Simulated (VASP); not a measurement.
Runs of VASP 6.6.1 on Au. The structure is cubic, space group Fm-3m (No. 225). The conventional cell has a = 4.082 Å, b = 4.082 Å, c = 4.082 Å, α = 90.00°, β = 90.00°, γ = 90.00°. Around Au (site symmetry m-3m) lie 12 Au at 2.89 Å. 

```tsv
task	level	potentials or basis	spin	cell	cutoff (eV)	k mesh for the DOS	occupations for the DOS	pressure (GPa)
band structure	LDA	VASP PAW LDA potentials, release 64 (Au)	off	as given	520	-	-	(a)
relaxation of cell and atoms	PBEsol	VASP PAW PBE potentials, release 64 (Au)	off	relaxed	600	-	-	0.0
band structure	PBE	VASP PAW PBE potentials, release 64 (Au)	SOC, no magnetisation	as given	520	-	-	7.8
band structure	PBE	VASP PAW PBE potentials, release 64 (Au)	off	as given	520	-	-	8.9
band structure	r2SCAN	VASP PAW PBE potentials, release 64 (Au)	off	as given	520	-	-	5.6
```

Alike in all rows: k mesh 16 × 16 × 16; smearing methfessel-paxton 0.1 eV.

**Question.** Fill in the values left out.

**Answer.** (a) -4.1.

Caveats: the PAW data sets were made with another functional, which shifts forces and pressure a little (some runs); the relaxation stopped at its first step, so nothing moved (some runs).
